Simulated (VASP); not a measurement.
Data:

```xyz
2
Lattice="0.0000 2.7178 2.7178 2.7178 0.0000 2.7178 2.7178 2.7178 0.0000" Properties=species:S:1:pos:R:3 pbc="T T T"
Si     0.0000     0.0000     0.0000
Si     1.3589     1.3589     1.3589
```

Calculation: PBEsol GGA, VASP's PBE PAW potentials (set 64) (plane waves; VASP 6.6.1). Numerical set-up: 500 eV cut-off, 8×8×8 Γ-centred mesh, Gaussian smearing of 0.050 eV, potentials Si.

Energy and stress use the plane-wave basis of the starting cell.

Question: The ions, cell shape and volume at an external pressure of 5.0 GPa are relaxed. Give the cell that the relaxation ends in.

Answer: 
```xyz
2
Lattice="0.0000 2.6749 2.6749 2.6749 0.0000 2.6749 2.6749 2.6749 0.0000" Properties=species:S:1:pos:R:3 pbc="T T T"
Si     0.0000     0.0000     0.0000
Si     1.3375     1.3375     1.3375
```
Space group Fd-3m (227), at a tolerance of 0.03 Å.

Question: How do energy and volume change from the first to the last step?

Answer: The energy (σ→0) changes by +13.9 meV/atom and the volume by -4.7 %, in 3 ionic steps.

```csv
step,E(σ→0) (eV),max force (eV/Å),pressure (GPa),volume (Å³)
1,-11.4892,0.000,0.01,40.15
2,-11.3829,0.000,10.46,36.63
3,-11.4613,0.000,4.97,38.28
```

The compound is Si in the diamond structure. This run relaxes it under an external pressure of 5 GPa. Symmetry was kept, so distortions that lower it aren't found.
